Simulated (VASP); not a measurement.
Consider the following.

```xyz
5
Lattice="-1.8777 1.8777 4.4366 1.8777 -1.8777 4.4366 1.8777 1.8777 -4.4366" Properties=species:S:1:pos:R:3 pbc="T T T"
Li     1.8777     0.0000     2.2183
Mg     0.0000     1.8777     2.2183
B      0.0000     0.0000     4.4366
N      0.0000     0.0000     5.7727
N      0.0000     0.0000     3.1004
```

Calculation: r2SCAN meta-GGA, VASP's PBE PAW potentials (set 64) (plane waves; VASP). Run with 520 eV cut-off, 9×9×9 Γ-centred mesh, tetrahedra with Blöchl corrections, potentials Li_sv Mg B N.

Task: Give the energies of bands 4 to 12 at the high-symmetry points, in eV from the valence-band maximum.

Result: 
| band | Γ | X | P | N | M | S | R |
|---|---|---|---|---|---|---|---|
| 4 | -5.01 | -4.33 | -4.32 | -4.78 | -4.16 | -4.89 | -4.40 |
| 5 | -2.68 | -4.09 | -3.99 | -4.29 | -3.87 | -3.90 | -4.07 |
| 6 | -2.18 | -3.48 | -3.50 | -2.76 | -3.00 | -3.15 | -3.53 |
| 7 | -2.18 | -3.10 | -3.39 | -2.43 | -3.00 | -2.57 | -3.00 |
| 8 | -1.38 | -1.95 | -1.19 | -1.17 | 0.00 | -0.85 | -1.74 |
| 9 | -1.38 | -0.50 | -1.13 | -0.63 | 0.00 | -0.43 | -0.46 |
| 10 | 3.01 | 5.40 | 5.58 | 5.88 | 3.90 | 5.18 | 5.71 |
| 11 | 6.60 | 6.33 | 6.93 | 6.38 | 7.20 | 7.26 | 6.39 |
| 12 | 8.76 | 7.43 | 6.96 | 8.00 | 7.42 | 7.78 | 7.04 |

The gap is indirect, 3.01 eV, from the valence maximum at M to the conduction minimum at Γ.

The structure comes from a computed database's LiMgBN2 entry (I-4m2); how it stands against other phases isn't given here. It was relaxed first.
